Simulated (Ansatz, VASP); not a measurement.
# NiO in two plane-wave programs, part 2 of 2

Aim: how closely do two programs agree when they are given the same cell, functional and k mesh? The cell is taken from a series of VASP runs on this material, whose earlier steps may have relaxed, scaled or displaced it; both programs get it as it stands.

VASP 6.6.1 and Ansatz 0.2.0.

So far: The starting structure; VASP: zone-centre phonons, LDA, DFT+U.

**3. Ansatz: zone-centre phonons, LDA, DFT+U**

Level of this step: Ansatz beside VASP: Kohn-Sham DFT, plane waves, LDA, DFT+U (Ansatz).

Ansatz runs on its default PAW (the set named soft_2) files.

The same cell, functional (in two slightly different forms), mesh and smearing now go to Ansatz, which takes its cutoff from its data sets.

Contents of input.yaml:

```yaml
crystal:
  lattice:
    - [0.0, 2.0301402973, 2.0301402973]
    - [2.0301402973, 0.0, 2.0301402973]
    - [2.0301402973, 2.0301402973, 0.0]
  atoms:
    - { symbol: Ni, position: [0.0, 0.0, 0.0], spin: 1.0 }
    - { symbol: O, position: [0.5, 0.5, 0.5] }
hamiltonian:
  xc: lda
  pseudopotentials: { kind: paw }
  hubbard: { sites: [{ species: Ni, l: d, u_eff: 6.2 }] }
magnetization:
  spin_polarized: true
kpoints:
  mp_grid: { grid: [12, 12, 12] }
scf:
  occupations: { method: gaussian, width: 0.03 }
phonons:
  method: dfpt
  qpoints: [[0, 0, 0]]
```

The run is started by

```console
ansatz run input.yaml --threads 4 --pin off --max-ram 9216MiB --backend cpu --events-out ev --progress --plain --runs-dir out
```

Numbers of over 12 decimals in the logs are rounded to 6 here.

The log of the run:

```text
Ni: projections on atomic orbitals take those of the free atom [Ne] 3s2 3p6 3d8 4s2, of charge +0.00 (hamiltonian.pseudopotentials.projection_atoms); the dataset's partial waves leave at most 1.6e-6 of an orbital's norm unspanned inside its sphere
O: projections on atomic orbitals take those of the free atom [He] 2s2 2p4, of charge +0.00 (hamiltonian.pseudopotentials.projection_atoms); the dataset's partial waves leave at most 1.9e-8 of an orbital's norm unspanned inside its sphere
Engine: ansatz 0.2.0, aarch64-unknown-linux-gnu
Pseudopotentials: kind: paw
Pseudopotential: Ni, paw, valence charge 18, recommended cutoff 420 eV (normal), Ni.paw.azcp
Pseudopotential: O, paw, valence charge 6, recommended cutoff 420 eV (normal), O.paw.azcp
Functional definition: SPW92
  exchange = slater_x
  correlation = pw_c
Crystal: 2 atoms, lattice volume = 16.734 Å³
Basis set: ecut = 420 eV, 331 PW (Γ), exchange–correlation on 40×40×40 points (8 copies of the dense FFT grid, shifted against one another)
Bands: 17, of which v1, the nominal top of the filled ones, is band 12 counted from 1 (11 counted from 0)
Symmetry: 48 space group operations
Space group: Fm-3m (ITA 225), of the structure as read, at distance tolerance 2.6e-5 Å
Magnetic group: BNS 225.116 (UNI 1618), of the structure as read, at distance tolerance 2.6e-5 Å
k-points: 72 of 1728
Non-local potential: Ni, projectors of the file, l = 0: 3, l = 1: 2, l = 2: 3, l = 3: 1
Non-local potential: O, projectors of the file, l = 0: 2, l = 1: 2, l = 2: 1
PAW form: soft (Blöchl's): semilocal exchange-correlation on the pseudo side does not see the compensation charge
PAW frozen core: Ni, regenerated for the run's functional, and the local potential with it (the file was generated under x = pbe(κ = 0.804, μ = 0.219515), c = pbe(β = 0.066725))
PAW frozen core: O, regenerated for the run's functional, and the local potential with it (the file was generated under x = pbe(κ = 0.804, μ = 0.219515), c = pbe(β = 0.066725))
PAW one-centre angular grid: Ni, 590 points (default); XC on 64 Gauss nodes
PAW one-centre angular grid: O, 110 points (default); XC on 64 Gauss nodes
Initial density: superposition of atomic densities (chi_scale 0.1, normalization cell, long waves kept (reshape's long-wave potential 0.00 eV rms))
Starting moments: Σ|m| = 1 μB on 1 of 2 sites
Initial wavefunctions: pseudopotential atomic-orbital guess
Functional: x = slater, c = lda
SCF 1 converged in 16 iterations: F = -6325.687116 eV  dr2 = 5.46e-12
  greatest PAW one-centre occupation: 1.003 electrons in one spin orbital (limit 2), on the Ni atom at site 0 (counted from 0), in its partial waves of l = 1
Symmetry: 8 space group operations
k-points: 242 of 1728
Initial density: read from a saved state, or passed on in memory by an earlier SCF of this step, an earlier step, the calling program or the single point that the run made first
Starting moments: Σ|m| = 1 μB on 1 of 2 sites; this step starts from the density that it was given
Initial wavefunctions: those read from a saved state, or passed on in memory by an earlier step or the calling program
a single point of the input's cell can leave the moments in the input for a lower state (scf.lower_state_search): this run first made a single point of its cell. This run's own SCFs start from the density of the state that the single point found, with the moments in the input. The single point stayed on the moments in the input.
k-points: 163 of 1728 (irreducible under 8 space group operations, time reversal used)
iter 1 solved again at ethr=3.56e-9 eV; its pass at ethr=3.10e-3 eV (dr2=8.54e-7 eV) is discarded
SCF iter   1: F=—  HF=-6325.687116 eV  |F-HF|=—  |Δ(HF+E_count)|=         —  Δρ=2.33e-7 (↑2.33e-7 ↓1.53e-7)  dr2=3.74e-12  dr2_m=4.06e-12  M=2.000 μB ∫|m|=2.007 μB  β_m=0.30  ethr=3.56e-9  ⟨swp⟩=3.1  Hψ=41783  notcnv=0
eigensolver tolerance schedule: the retry pair's looser diagonalisation over-reported the residual by 228361.44 of it (diagonalisation noise at 0.36 of the residual, at the tolerance the schedule requests for it); recorded, not acted on — ethr = c·dr2/N_el stays at c = 1.0e-1
preconditioner: auto → none  [insulator: Δε(μ)=1.294 eV  Ē_g=17.033 eV  σ=0.030 eV  W_gap=1.00  n_scr=8 (ndim 8)  ℏωp=36.3 eV  f_vac=0.000  D(μ)=0.00/eV (n_scr^D=0)  ε∞_Penn≈5.5]
SCF iter   2: F=-6325.687116 eV  HF=-6325.687116 eV  |F-HF|=4.55e-12  |Δ(HF+E_count)|=   1.43e-9  Δρ=2.14e-7 (↑8.98e-8 ↓2.14e-7)  dr2=7.67e-12  dr2_m=1.99e-12  M=2.000 μB ∫|m|=2.007 μB  ethr=1.00e-12  ⟨swp⟩=7.8  Hψ=31381  notcnv=0
SCF 2 converged in 2 iterations: F = -6325.687116 eV  dr2 = 7.67e-12
NSCF: frozen V_eff on 72 k-points
NSCF: frozen V_eff on 72 k-points
DFPT response loops at q = (0, 0, 0) (fractional): preconditioner auto → none (the input reference at scf.mixing.eps_inf says where Resta's filter doesn't serve); β = 0.30; Anderson in place of MSR1
SCF converged after 2 iterations
Magnetization: 2.0000 μB (13.0000 up, 11.0000 down)
Absolute magnetization: 2.0059 μB (∫|ρ↑−ρ↓|, with the PAW one-centre terms)
Spin contamination: 0.0016 ħ² per cell (⟨S²⟩ above its minimum at these occupations)
Per-site moments (μB) at R_I (Å): [(1.666047, 0.837433), (0.255060, 0.837433)]
Free energy (F): -6325.687116 eV
Harris-Foulkes:  -6325.687116 eV  (|F-HF|=4.55e-12)
Internal energy: -6325.687116 eV  (E = F + TS)
E sigma→0 (E₀):  -6325.687116 eV
Fermi energy:    15.912812 eV
--- Per-component energies (eV) ---
  E_band       = -322.837804
  E_kinetic    = 453.266837
  E_local      = -3844.652444  (includes V_loc(G=0)·N_el)
  E_nonlocal   = 695.071938
  E_hartree    = 1580.183223
  E_xc         = -155.730149
  E_vxc        = -200.970262  (∫ρ·V_xc dr)
  E_hubbard    = 0.924914  (on-site DFT+U / exact-exchange correction)
  E_vhub       = -23.889933  (the Hubbard potential's part of the band-sum identity)
  E_paw        = -1711.087964  (= ΣΔE_a)
  E_vpaw       = -562.033555  (= ΣTr[D̂ρ^β])
  E_aug_tail   = 0.003124  (compensation charges beyond the density's cutoff)
  E_ewald      = -3344.197639
  E_core_change = 0.531042  (= ΣΔE_core)
  E_smearing   = -0.000000  (= −TS)
  E_closure    = 0.000000  (closes the sum)
  Σ components = -6325.687116   (vs F -6325.687116, Δ=0.00e0)
--- Band table (eV; the first three rows and the last of 326) ---
  k-point 0 ↑: bands = [... 8 lower, 9.3843, 9.3843, 12.9449, 12.9449, 12.9449, 17.9722, 33.6995, 35.0833, ... 1 higher]
  k-point 1 ↑: bands = [... 8 lower, 9.4152, 9.4152, 12.5623, 13.1526, 13.1526, 18.4849, 32.1514, 34.8723, ... 1 higher]
  k-point 2 ↑: bands = [... 8 lower, 9.5454, 9.5454, 11.9204, 13.6541, 13.6541, 19.5884, 30.0665, 33.9469, ... 1 higher]
  k-point 162 ↓: bands = [... 8 lower, 11.8436, 12.3748, 12.3748, 17.5251, 18.0840, 25.4797, 27.3198, 27.3198, ... 1 higher]
Occupation matrices written to <dir>
--- Phonons (Γ-DFPT): 2 representative perturbations + reference (Σ response iterations 12) ---
  ASR residual: 1.650e-4 → 0.000e0 eV/Å²; symmetrization residual: 1.825e-10 eV/Å²
  ASR residual per site (eV/Å²): 2.79e-5 1.65e-4
  Γ frequencies (cm⁻¹): 0.00 0.00 0.00 387.64 387.64 387.64
  non-analytic LO–TO correction: not included (Born effective charges unavailable; polar crystals: no LO–TO splitting at Γ)
--- Phonons (arbitrary-q DFPT): 1 explicit q-point ---
  q = [0, 0, 0] (of the zone-centre solve; hermiticity 5.25e-11, symmetrization 2.90e-13): -0.00 -0.00 -0.00 387.64 387.64 387.64
  sum rule: each row above includes the acoustic sum rule's correction from the zone centre's row sums; it moved no ω² by more than (1.67 cm⁻¹)²
```

Run time: 14 s. Hardware: 4 threads of Arm Neoverse N1, shared host; peak memory 0.72 GiB.

**4. Side by side**

Known differences besides the potentials themselves: U acts on the PAW sphere in VASP and on atomic orbitals in Ansatz, so only states and trends compare; the two LDA forms differ slightly; the data sets hold 24 valence electrons in Ansatz (default PAW (the set named soft_2) files) and 16 in VASP; the cutoff is 420 eV in Ansatz and 520 eV in VASP; VASP's log shows a relativistic correction to its local exchange, Ansatz's none; VASP uses finite displacements, Ansatz perturbation theory. Total energies have different zeros and are not compared.

The two programs side by side:

| quantity | Ansatz | VASP | difference |
| --- | --- | --- | --- |
| optical mode 1 to 3 (cm⁻¹) | 387.6 | 359.5 | +7.82 % |

Modes are paired by rising frequency and degeneracy, not by their patterns, so a pair may still set unlike modes beside each other.

**5. What came out**

* r.m.s. difference of the optical zone-centre modes, each program's sorted by frequency (zone-centre phonons, LDA, DFT+U): 28 cm⁻¹
* difference in optical mode 1 to 3 (zone-centre phonons, LDA, DFT+U): +7.8 %

**Reading.** The r.m.s. difference of the optical zone-centre modes, each program's sorted by frequency is 28 cm⁻¹ (zone-centre phonons, LDA, DFT+U). Among the rows given in per cent, the largest difference of the zone-centre phonons, LDA, DFT+U pair is in optical mode 1 to 3, +7.8 %. How closely two codes agree says nothing of how well the functional describes the real material.

[Lines on the potential files, build, host, timing and source positions are cut from VASP's logs without a mark.]

[Logs are printed without paths, hosts, clocks, repeated set-up lines and the standing remarks that a program may print on its own settings, such as how far it seeks lower states.]

[Hosts, paths, dates, database ids (printed as entryN), source tags and the programs' standing remarks are cut or masked in the printed files.]
